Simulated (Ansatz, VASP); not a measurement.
Pt3Pb: VASP beside Ansatz

The input INCAR:

```
SYSTEM = Pt3Pb
PREC = Accurate
ENCUT = 520
EDIFF = 1E-7
ISMEAR = -1
SIGMA = 0.03
LREAL = .False.
LASPH = .True.
NELM = 60
ALGO = Normal
ISIF = 2
LWAVE = .False.
LCHARG = .False.
NBANDS = 30
```

File KPOINTS:

```
regular mesh
0
Gamma
  9 9 9
  0 0 0
```

The input POSCAR:

```
Pt3Pb
1.0
    4.0848749554      0.0000000000      0.0000000000
    0.0000000000      4.0848749554      0.0000000000
    0.0000000000      0.0000000000      4.0848749554
Pt Pb
3 1
Direct
    0.0000000000      0.5000000000      0.5000000000
    0.5000000000      0.0000000000      0.5000000000
    0.5000000000      0.5000000000      0.0000000000
    0.0000000000      0.0000000000      0.0000000000
```

Input for Ansatz:

```yaml
crystal:
  lattice:
    - [4.0848749554, 0.0, 0.0]
    - [0.0, 4.0848749554, 0.0]
    - [0.0, 0.0, 4.0848749554]
  atoms:
    - { symbol: Pt, position: [0.0, 0.5, 0.5] }
    - { symbol: Pt, position: [0.5, 0.0, 0.5] }
    - { symbol: Pt, position: [0.5, 0.5, 0.0] }
    - { symbol: Pb, position: [0.0, 0.0, 0.0] }
kpoints:
  mp_grid: { grid: [9, 9, 9] }
  band_path:
    path:
      - [0.0, 0.0, 0.0]
      - [0.0, 0.5, 0.0]
      - [0.5, 0.5, 0.0]
      - [0.0, 0.0, 0.0]
      - [0.5, 0.5, 0.5]
      - [0.0, 0.5, 0.0]
      - [0.5, 0.5, 0.5]
      - [0.5, 0.5, 0.0]
    npoints: 5
scf:
  occupations: { method: fermi_dirac, width: 0.03 }
hamiltonian:
  xc: lda
  pseudopotentials: { kind: all_electron, lapw: { basis_error: 0.001 } }
output:
  forces: true
  stress: true
  eigenvalues: true
```

Change from the starting cell: volume scaled by 1.02.

Alike in both runs: task single point; functional LDA; k mesh 9 × 9 × 9; occupations fermi-dirac, width 0.03 eV; no spin polarisation.

|  | VASP | Ansatz |
| --- | --- | --- |
| version | VASP 6.6.1 | Ansatz 0.2.0 |
| potentials or method | VASP PAW LDA potentials, release 64 (Pt, Pb_d) | all-electron LAPW, scalar-relativistic |
| plane-wave cutoff (eV) | 520 | see its input |

```tsv
	VASP	Ansatz	Ansatz less VASP
pressure (GPa)	-6.2	-6.7	-0.53
```

Ansatz ran all-electron here, so the differences hold the error of VASP's frozen core and of both bases.

Spin-orbit coupling is left out, which matters for the levels of Pb, Pt.
